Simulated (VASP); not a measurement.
The system is SiB.

```
CELL_PARAMETERS angstrom
3.14000 0.00000 0.00000
-1.57000 2.71932 0.00000
0.00000 0.00000 5.12000
ATOMIC_POSITIONS crystal
Si 0.66667 0.33333 0.72500
Si 0.66667 0.33333 0.27500
B 0.33333 0.66667 0.83000
B 0.33333 0.66667 0.17000
```

The cell was built by a generator and needn't be a form met in nature.

```yaml
Program: VASP 6.6.1
Task: relaxation of cell and atoms
Functional: PBE
Potentials_or_basis: VASP PAW PBE potentials, release 64 (Si, B)
Cutoff: 520 eV
k_mesh: 8 × 8 × 4
Occupations: gaussian, width 0.15 eV
Spin: no spin polarisation
```

At the start: pressure 34.0 GPa; volume 10.93 Å³/atom.

Question: How do energy, volume and symmetry change on relaxing?

Answer: Over 23 steps the energy falls by 264.0 meV/atom and the volume is 13.05 Å³/atom (+19.4 %); space group P-6m2 (No. 187, to 0.05 Å).

The path:
```
step  energy change (eV)  largest force (eV/Å)  pressure (GPa)  volume (Å³)
   1              0.0000                2.0022           33.97        43.72
   2             -0.5582                0.4707          -11.36        60.02
   3             -0.9448                0.3148            0.14        52.53
   4             -0.9450                0.3339            0.48        52.35
   5             -0.9843                0.4006           -0.75        53.01
   6             -0.9845                0.4001           -0.84        53.06
   7             -0.9944                0.1953            0.10        52.74
   8             -0.9944                0.1927            0.11        52.75
   9             -0.9986                0.1402            0.11        52.71
  10             -1.0075                0.0958            0.20        52.61
  11             -1.0318                0.0411            0.41        52.38
  12             -0.9287                1.7411            0.50        51.84
  13             -1.0383                0.2506            0.42        52.30
  14             -1.0379                0.5194            0.37        52.22
  15             -1.0392                0.3561            0.40        52.26
  16             -1.0406                0.4031            0.31        52.26
  17             -1.0426                0.5007            0.13        52.25
  18             -1.0447                0.4538            0.08        52.25
  19             -1.0497                0.3332           -0.04        52.26
  20             -1.0542                0.1986           -0.25        52.28
  21             -1.0543                0.2186           -0.28        52.29
  22             -1.0550                0.1829           -0.22        52.26
  23             -1.0562                0.0362            0.03        52.19
```

Final structure:
```
Si B
1.0
     3.23451    0.00000    0.00000
    -1.61726    2.80117    0.00000
     0.00000    0.00000    5.75997
Si B
2 2
Direct
  0.66667 0.33333 0.70584
  0.66667 0.33333 0.29416
  0.33333 0.66667 0.85767
  0.33333 0.66667 0.14233
```

Caveat: the volume moved by over 15 % at a fixed basis, so the end points are rough.
